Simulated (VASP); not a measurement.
VASP input:

### KPOINTS
```
Automatic mesh
0
Gamma
16 16 16
0 0 0
```

File POSCAR:
```
V
1.0
 -1.4762335536   1.4762335536   1.4762335536
  1.4762335536  -1.4762335536   1.4762335536
  1.4762335536   1.4762335536  -1.4762335536
V
1
Cart
  1.4762335536  -1.4762335536   1.4762335536
```

**INCAR**
```
# general
SYSTEM  = V
PREC    = Accurate
ENCUT   = 400
LREAL   = F
LASPH   = T

# electronic loop
EDIFF   = 1E-6
NELM    = 100
ALGO    = Normal
LMAXMIX = 4

# smearing
ISMEAR  = 1
SIGMA   = 0.1

# functional
GGA     = PS

# ions
IBRION  = 2
NSW     = 60
ISIF    = 3
EDIFFG  = -0.01

# output
LWAVE   = F
LCHARG  = F
```

POTCAR, in this order: V_sv (PBE.64 set). Program: vasp_std.

Question: Translate this PBEsol calculation to Quantum ESPRESSO's pw.x.

Answer: One equivalent input (not run):
```
&CONTROL
  calculation = 'vc-relax'
  pseudo_dir = './pseudo'
  outdir = './out'
  tprnfor = .true.
  tstress = .true.
  nstep = 60
  forc_conv_thr = 0.00039
/
&SYSTEM
  ibrav = 0
  nat = 1
  ntyp = 1
  ecutwfc = 84
  occupations = 'smearing'
  smearing = 'methfessel-paxton'
  degauss = 0.00735
  input_dft = 'pbesol'
/
&ELECTRONS
  conv_thr = 7.3e-08
  electron_maxstep = 100
/
&IONS
/
&CELL
/
ATOMIC_SPECIES
  V 50.941 V.upf
CELL_PARAMETERS angstrom
    -1.4762336    1.4762336    1.4762336
     1.4762336   -1.4762336    1.4762336
     1.4762336    1.4762336   -1.4762336
ATOMIC_POSITIONS crystal
  V    0.0000000  1.0000000  0.0000000
K_POINTS automatic
  16 16 16 0 0 0
```
The two are equivalent in intent, not identical: the potentials are each code's own (VASP's PAW set, PseudoDojo norm-conserving files in pw.x), so ENCUT and ecutwfc are chosen apart and not converted; conv_thr bounds pw.x's estimated SCF error, while EDIFF bounds the energy change between steps; forc_conv_thr acts on force components and is met together with etot_conv_thr.

The compound is V in the bcc structure. This run relaxes it. Symmetry was kept, so distortions that lower it aren't found. The start is the result of an earlier pass.
